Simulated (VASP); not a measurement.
A cell of HoPb3 (space group Pm-3m) near equilibrium:

```
HoPb3
1.0
    4.79076     0.00000     0.00000
    0.00000     4.79076     0.00000
    0.00000     0.00000     4.79076
Ho Pb
1 3
Direct
  0.00000   0.00000   0.00000
  0.00000   0.50000   0.50000
  0.50000   0.00000   0.50000
  0.50000   0.50000   0.00000
```

All values below come from PBEsol GGA, VASP's PBE PAW potentials (set 64) (plane waves; VASP).

The 4f electrons are frozen in the core of the lanthanide potential, so 4f levels, which can set the real gap, and their magnetism are missing.

```json
[
 {"run": "as it is", "ΔE (meV/atom)": "0.0", "σxx": "-0.04", "σyy": "-0.04", "σzz": "-0.04", "largest shear component, with its sign (GPa)": "0.00", "largest force (eV/Å)": "0.000"},
 {"run": "after one change", "ΔE (meV/atom)": "0.2", "σxx": "0.21", "σyy": "0.35", "σzz": "0.21", "largest shear component, with its sign (GPa)": "0.00", "largest force (eV/Å)": "0.000"}
]
```
Stress is in GPa, positive when the cell is compressed.

Question: What was changed between the two runs?
A) uniaxial strain of +3.0 % along x
B) uniaxial strain of -0.5 % along y
C) isotropic strain of -3.0 %
D) biaxial strain of -1.5 % in the xz plane

Answer: B, uniaxial strain of -0.5 % along y

The structure comes from a computed database's HoPb3 entry (Pm-3m); how it stands against other phases isn't given here. The electron count is odd and the run is not spin-polarised, which forces a metal.
